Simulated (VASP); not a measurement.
Energy against volume of GdN (rock salt). These are revPBE GGA, VASP's PBE PAW potentials (set 64) (plane waves; VASP) values and carry that method's errors.

The 4f electrons are frozen in the core of the lanthanide potential, so 4f levels, which can set the real gap, and their magnetism are missing.

| V (Å³/atom) | E (eV/atom) |
|---|---|
| 14.755 | -7.69544 |
| 15.226 | -7.71782 |
| 15.697 | -7.72492 |
| 16.168 | -7.71888 |
| 16.639 | -7.70163 |

Q: Fit a third-order Birch-Murnaghan equation of state.

A: 
The volume per atom comes out as 15.70 Å³/atom and the bulk modulus is 148 GPa. The pressure derivative of the bulk modulus comes out as 4.17 and the lattice constant a is 5.008 Å.

Measured: bulk modulus 192 GPa (computed value off by -22.9 %), as given by K Doll, Journal of Physics Condensed Matter (2008), arXiv:0801.3152; a 4.974 Å (computed value off by +0.7 %), as given by F. Natali et al., Progress in Materials Science (2013), arXiv:1208.2410. The calculation is for a static lattice, while the measured bulk modulus, a hold thermal and zero-point effects, which are part of the difference.

The compound is GdN in the rock salt structure. It was relaxed first.
